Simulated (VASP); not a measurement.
The system is Ca.

```
Ca
1.0
     0.00000    2.79420    2.79420
     2.79420    0.00000    2.79420
     2.79420    2.79420    0.00000
Ca
1
Direct
  0.00000 0.00000 0.00000
```

```yaml
Program: VASP 6.6.1
Task: relaxation of cell and atoms
Functional: PBE
Dispersion: D3(BJ)
Potentials_or_basis: VASP PAW PBE potentials, release 64 (Ca_sv)
Cutoff: 600 eV
k_mesh: 12 × 12 × 12
Occupations: methfessel-paxton, width 0.1 eV
Spin: no spin polarisation
```

At the start: pressure -1.3 GPa; volume 43.63 Å³/atom.

Question: How do energy, volume and symmetry change on relaxing?

Answer: Over 3 steps the energy falls by 14.5 meV/atom and the volume is 40.25 Å³/atom (-7.8 %); space group Fm-3m (No. 225, to 0.05 Å).

The path:
```csv
step,energy change (eV),largest force (eV/Å),pressure (GPa),volume (Å³)
1,0.0000,0.0000,-1.31,43.63
2,-0.0126,0.0000,-0.50,41.41
3,-0.0145,0.0000,0.00,40.25
```

Final structure:
```
Ca
1.0
     0.00000    2.72001    2.72001
     2.72001    0.00000    2.72001
     2.72001    2.72001    0.00000
Ca
1
Cartesian
  0.0000 0.0000 0.0000
```

Caveat: pairwise dispersion overbinds metals, which lowers pressure and volume.
